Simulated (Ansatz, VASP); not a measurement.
## Ga3Sn: VASP beside Ansatz

File INCAR:

```
PREC = Accurate
ENCUT = 520
EDIFF = 1E-6
ISMEAR = -1
SIGMA = 0.15
LREAL = False
LASPH = True
NELM = 80
ALGO = Normal
ISIF = 2
LWAVE = False
LCHARG = False
NBANDS = 34
```

File KPOINTS:

```
Automatic mesh
0
Gamma
  5 5 5
```

Contents of POSCAR:

```
Ga3Sn
1.0
    4.3752430000      0.0000000000      0.0000000000
    0.0000000000      4.3752430000      0.0000000000
    0.0000000000      0.0000000000      4.3752430000
Ga Sn
3 1
Direct
    0.0000000000      0.5000000000      0.5000000000
    0.5000000000      0.0000000000      0.5000000000
    0.5000000000      0.5000000000      0.0000000000
    0.0000000000      0.0000000000      0.0000000000
```

Input for Ansatz:

```yaml
crystal:
  lattice:
    a: 4.375243
    b: 4.375243
    c: 4.375243
    alpha: 90.0
    beta: 90.0
    gamma: 90.0
  atoms:
    - { symbol: Ga, position: [0.0, 0.5, 0.5] }
    - { symbol: Ga, position: [0.5, 0.0, 0.5] }
    - { symbol: Ga, position: [0.5, 0.5, 0.0] }
    - { symbol: Sn, position: [0.0, 0.0, 0.0] }
kpoints:
  mp_grid:
    grid: [5, 5, 5]
hamiltonian:
  xc: lda
  pseudopotentials:
    kind: paw
scf:
  occupations:
    method: fermi_dirac
    width: 0.15
output:
  forces: true
  stress: true
  eigenvalues: true
```

The cell comes from a database or a generator and needn't be the stable form of this composition.

Alike in both runs: task single point; functional LDA; k mesh 5 × 5 × 5; occupations fermi-dirac, width 0.15 eV; no spin polarisation.

|  | VASP | Ansatz |
| --- | --- | --- |
| version | VASP 6.6.1 | Ansatz 0.2.0 |
| potentials or method | VASP PAW LDA potentials, release 64 (Ga_d, Sn_d) | plane waves, PAW |
| plane-wave cutoff (eV) | 520 | 420 |
| valence electrons in the cell | 53 | 53 |

|  | VASP | Ansatz | Ansatz less VASP |
| --- | --- | --- | --- |
| gap on the k mesh at the Fermi level (eV) | none | none | - |
| pressure (GPa) | -3.2 | -3.3 | -0.05 |

A gap of «none» marks a metal or a gap that the smearing closes.
